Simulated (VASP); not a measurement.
These are PBE GGA with D3 dispersion (Becke-Johnson damping), VASP's PBE PAW potentials (set 64) (plane waves; VASP) values and carry that method's errors.

VASP input:

File KPOINTS:
```
Automatic mesh
0
Gamma
14 14 14
0 0 0
```

INCAR:
```
PREC=Accurate
LCHARG=.False.
SIGMA=0.1   ! width (eV)
NELM=100
IVDW=12   ! D3, Becke-Johnson
ISMEAR=1
LASPH=.True.   ! aspherical one-centre terms
EDIFFG=-0.01   ! ionic stop
ISIF=3   ! ions, shape and volume
IBRION=2   ! conjugate gradients
SYSTEM=Al
LWAVE=.False.
GGA=PE
LREAL=.False.
EDIFF=1E-6   ! SCF stop (eV)
ENCUT=520   ! plane-wave cut-off (eV)
NSW=60
ALGO=Normal   ! blocked Davidson
```

POSCAR:
```
Al
1
   -0.0000000000     1.9888891706     1.9888891706
    1.9888891706    -0.0000000000     1.9888891706
    1.9888891706     1.9888891706    -0.0000000000
Al
1
Direct
  0.0000000000   0.0000000000   0.0000000000
```

POTCAR, in this order: Al (PBE.64 set). Program: vasp_std.

Output

File OUTCAR:
```
 ion  position               nearest neighbor table
   1  0.000  0.000  0.000-
  LATTYP: Found a face centered cubic cell.
 ALAT       =     3.9777783412
 Subroutine PRICEL returns:
 Original cell was already a primitive cell.
 Subroutine GETGRP returns: Found 48 space group operations
The static configuration has the point symmetry O_h .
The dynamic configuration has the point symmetry O_h .
 Subroutine INISYM returns: Found 48 space group operations
 Subroutine IBZKPT returns following result:
 Found    104 irreducible k-points:

 Following reciprocal coordinates:
            Coordinates               Weight
  0.000000  0.000000  0.000000      1.000000
  0.071429  0.000000  0.000000      8.000000
  0.142857  0.000000  0.000000      8.000000
  0.214286  0.000000  0.000000      8.000000
  0.285714  0.000000  0.000000      8.000000
  0.357143  0.000000  0.000000      8.000000
  0.428571  0.000000  0.000000      8.000000
  0.500000  0.000000  0.000000      4.000000
  0.071429  0.071429  0.000000      6.000000
  0.142857  0.071429  0.000000     24.000000
...
```

**OSZICAR**
```
       N       E                     dE             d eps       ncg     rms          rms(c)
DAV:   1    -0.142921346922E+01   -0.14292E+01   -0.86608E+02  1085   0.326E+02
DAV:   2    -0.373589147063E+01   -0.23067E+01   -0.20572E+01  1365   0.311E+01
DAV:   3    -0.375399231158E+01   -0.18101E-01   -0.16923E-01  1375   0.340E+00
DAV:   4    -0.375405597609E+01   -0.63665E-04   -0.63632E-04  1390   0.186E-01
DAV:   5    -0.375405623817E+01   -0.26208E-06   -0.26193E-06  1370   0.111E-02    0.139E+00
DAV:   6    -0.374027392834E+01    0.13782E-01   -0.14826E-03  1215   0.294E-01    0.809E-01
DAV:   7    -0.373023904248E+01    0.10035E-01   -0.44885E-03  1225   0.477E-01    0.155E-01
DAV:   8    -0.373023601784E+01    0.30246E-05   -0.23321E-05  1315   0.524E-02    0.137E-02
DAV:   9    -0.373023426542E+01    0.17524E-05   -0.10148E-06  1265   0.735E-03    0.119E-03
DAV:  10    -0.373023397051E+01    0.29492E-06   -0.51593E-09   710   0.850E-04
   1 F= -.40835914E+01 E0= -.40836100E+01  d E =-.408359E+01
```

OUTCAR:
```
------------------------ aborting loop because EDIFF is reached ----------------------------------------
 Edisp (eV)   -0.35336
  FORCE on cell =-STRESS in cart. coord.  units (eV):
  Direction    XX          YY          ZZ          XY          YZ          ZX
  --------------------------------------------------------------------------------------
  Total       0.00053     0.00053     0.00053    -0.00000    -0.00000    -0.00000
  in kB       0.05350     0.05350     0.05350    -0.00000    -0.00000    -0.00000
  external pressure =        0.05 kB  Pullay stress =        0.00 kB
  volume of cell :       15.73
      direct lattice vectors                 reciprocal lattice vectors
     0.000000000  1.988889171  1.988889171    -0.251396612  0.251396612  0.251396612
     1.988889171  0.000000000  1.988889171     0.251396612 -0.251396612  0.251396612
     1.988889171  1.988889171  0.000000000     0.251396612  0.251396612 -0.251396612
 POSITION                                       TOTAL-FORCE (eV/Angst)
 -----------------------------------------------------------------------------------
      0.00000      0.00000      0.00000         0.000000      0.000000     -0.000000
 -----------------------------------------------------------------------------------
    total drift:                               -0.000000      0.000000     -0.000000
  FREE ENERGIE OF THE ION-ELECTRON SYSTEM (eV)
  ---------------------------------------------------
  free  energy   TOTEN  =        -4.0835913605 eV

  energy  without entropy=       -4.0836473124  energy(sigma->0) =       -4.08361001

 reached required accuracy - stopping structural energy minimisation
```
(Selected blocks of OUTCAR.)

The compound is Al in the fcc structure. It was relaxed first, which changed the volume by -5 %. The start is the result of an earlier pass.
